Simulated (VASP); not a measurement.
Method: RPBE GGA, VASP's PBE PAW potentials (set 64) (plane waves; VASP).

VASP ran on this input.

KPOINTS:
```
kpoints
0
gamma
17 17 17
0 0 0
```

### INCAR
```
ALGO = Normal
EDIFF = 1E-7
ENCUT = 520
GGA = RP
ISIF = 2
ISMEAR = 1
LASPH = .TRUE.
LCHARG = .FALSE.
LMAXMIX = 4
LREAL = .FALSE.
LWAVE = .FALSE.
NELM = 100
PREC = Accurate
SIGMA = 0.1
SYSTEM = Cu
```

### POSCAR
```
Cu
1
    0.0000000000     1.8387306167     1.8387306167
    1.8387306167     0.0000000000     1.8387306167
    1.8387306167     1.8387306167     0.0000000000
Cu
1
Direct
  0.0000000000   0.0000000000   0.0000000000
```

POTCAR, in this order: Cu (PBE.64 set). Program: vasp_std.

Output of the run:

OUTCAR:
```
 ion  position               nearest neighbor table
   1  0.000  0.000  0.000-
  LATTYP: Found a face centered cubic cell.
 ALAT       =     3.6774612334
 Subroutine PRICEL returns:
 Original cell was already a primitive cell.
 Subroutine GETGRP returns: Found 48 space group operations
The static configuration has the point symmetry O_h .
The dynamic configuration has the point symmetry O_h .
 Subroutine INISYM returns: Found 48 space group operations
 Subroutine IBZKPT returns following result:
 Found    165 irreducible k-points:

 Following reciprocal coordinates:
            Coordinates               Weight
  0.000000  0.000000  0.000000      1.000000
  0.058824  0.000000  0.000000      8.000000
  0.117647  0.000000  0.000000      8.000000
  0.176471  0.000000  0.000000      8.000000
  0.235294  0.000000  0.000000      8.000000
  0.294118  0.000000  0.000000      8.000000
  0.352941  0.000000  0.000000      8.000000
  0.411765  0.000000  0.000000      8.000000
  0.470588  0.000000  0.000000      8.000000
  0.058824  0.058824  0.000000      6.000000
...
```

**OSZICAR**
```
       N       E                     dE             d eps       ncg     rms          rms(c)
DAV:   1     0.370857327214E+02    0.37086E+02   -0.56788E+03  3010   0.203E+03
DAV:   2    -0.359441978074E+01   -0.40680E+02   -0.38509E+02  2982   0.194E+02
DAV:   3    -0.403409050781E+01   -0.43967E+00   -0.43791E+00  3521   0.297E+01
DAV:   4    -0.403731724051E+01   -0.32267E-02   -0.32264E-02  3674   0.232E+00
DAV:   5    -0.403735666490E+01   -0.39424E-04   -0.39423E-04  3590   0.204E-01    0.718E+00
DAV:   6    -0.360593328817E+01    0.43142E+00   -0.15400E+01  3133   0.903E+01    0.386E+00
DAV:   7    -0.326311298707E+01    0.34282E+00   -0.25273E+00  3156   0.364E+01    0.598E-01
DAV:   8    -0.325399207352E+01    0.91209E-02   -0.45839E-03  3475   0.892E-01    0.252E-01
DAV:   9    -0.325288509738E+01    0.11070E-02   -0.88965E-03  3345   0.205E+00    0.350E-02
DAV:  10    -0.325288253324E+01    0.25641E-05   -0.44515E-05  4404   0.135E-01    0.105E-02
DAV:  11    -0.325287944525E+01    0.30880E-05   -0.25811E-06  3329   0.307E-02    0.341E-04
DAV:  12    -0.325287962853E+01   -0.18328E-06   -0.20296E-08  2139   0.170E-03    0.194E-04
DAV:  13    -0.325287971451E+01   -0.85981E-07   -0.52570E-09  1657   0.157E-03
   1 F= -.32528797E+01 E0= -.32529150E+01  d E =0.105955E-03
```

File OUTCAR:
```
------------------------ aborting loop because EDIFF is reached ----------------------------------------
  FORCE on cell =-STRESS in cart. coord.  units (eV):
  Direction    XX          YY          ZZ          XY          YZ          ZX
  --------------------------------------------------------------------------------------
  Total       -0.0101557     -0.0101557     -0.0101557      0.0000000     -0.0000000      0.0000000
  in kB       -1.3086828     -1.3086828     -1.3086828      0.0000000     -0.0000000      0.0000000
  external PRESSURE =      -1.3086828 kB  Pullay stress =       0.0000000 kB
  volume of cell :       12.43
      direct lattice vectors                 reciprocal lattice vectors
     0.000000000  1.838730617  1.838730617    -0.271926728  0.271926728  0.271926728
     1.838730617  0.000000000  1.838730617     0.271926728 -0.271926728  0.271926728
     1.838730617  1.838730617  0.000000000     0.271926728  0.271926728 -0.271926728
 POSITION                                       TOTAL-FORCE (eV/Angst)
 -----------------------------------------------------------------------------------
      0.00000      0.00000      0.00000         0.000000      0.000000      0.000000
 -----------------------------------------------------------------------------------
    total drift:                               -0.000000     -0.000000     -0.000000
  FREE ENERGIE OF THE ION-ELECTRON SYSTEM (eV)
  ---------------------------------------------------
  free  energy   TOTEN  =        -3.2528797145 eV

  energy  without entropy=       -3.2529856698  energy(sigma->0) =       -3.25291503
```
(Selected blocks of OUTCAR.)

The compound is Cu in the fcc structure. It was relaxed first, which changed the volume by +6 %.
